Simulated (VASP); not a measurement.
Consider the following.

```yaml
crystal:
  lattice:
    - [3.30636, 0.00000, 0.00000]
    - [0.00000, 3.30636, 0.00000]
    - [0.00000, 0.00000, 3.30636]
  atoms:
    - { symbol: In, position: [0.50000, 0.50000, 0.50000] }
    - { symbol: Pd, position: [0.00000, 0.00000, 0.00000] }
```

Computed with PBE GGA, VASP's PBE PAW potentials (set 64) (plane waves; VASP). Numerical set-up: 500 eV cut-off, 11×11×11 Γ-centred mesh, first-order Methfessel-Paxton smearing of 0.10 eV, potentials In_d Pd.

Unless said otherwise, spin-orbit coupling is left out, though it shifts the bands of the heavy elements here.

Q: What does the run give for the energy per atom (σ→0), band gap (on the k-mesh) with the smallest direct gap where there is one?

A: 
| Property | Result |
|---|---|
| band gap (on the k-mesh) | none (metal, semimetal or under 0.01 eV) |
| energy per atom (σ→0) | -4.375 eV/atom |

Only differences to runs with the same potentials and settings are physical.

The compound is PdIn in the CsCl type structure. It was relaxed first, which changed the volume by +5 %. The electron count is odd and the run is not spin-polarised, which forces a metal.
